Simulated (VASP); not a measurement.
Given:

```
CELL_PARAMETERS angstrom
      4.80450     0.00000     0.00000
      0.00000     4.80450     0.00000
      0.00000     0.00000     3.18625
ATOMIC_POSITIONS crystal
  Zn 0.00000 0.00000 0.00000
  Zn 0.50000 0.50000 0.50000
  F  0.30452 0.30452 0.00000
  F  0.80452 0.19548 0.50000
  F  0.19548 0.80452 0.50000
  F  0.69548 0.69548 0.00000
```

Computed with PBE GGA, VASP's PBE PAW potentials (set 64) (plane waves; VASP). Run with 530 eV cut-off, 4×4×6 Γ-centred mesh, Gaussian smearing of 0.050 eV, potentials Zn F.

Task: Predict the energy per atom (σ→0), band gap (on the k-mesh) with the smallest direct gap where there is one.

Result: 
- band gap (on the k-mesh) = 3.44 eV
- smallest direct gap (on the k-mesh) = 3.44 eV
- energy per atom (σ→0) = -3.874 eV/atom

The absolute energy has meaning only against runs of the same code, potentials and settings.

The compound is ZnF2 in the rutile structure. It was relaxed first, which changed the volume by +6 %. The start is the result of an earlier pass.
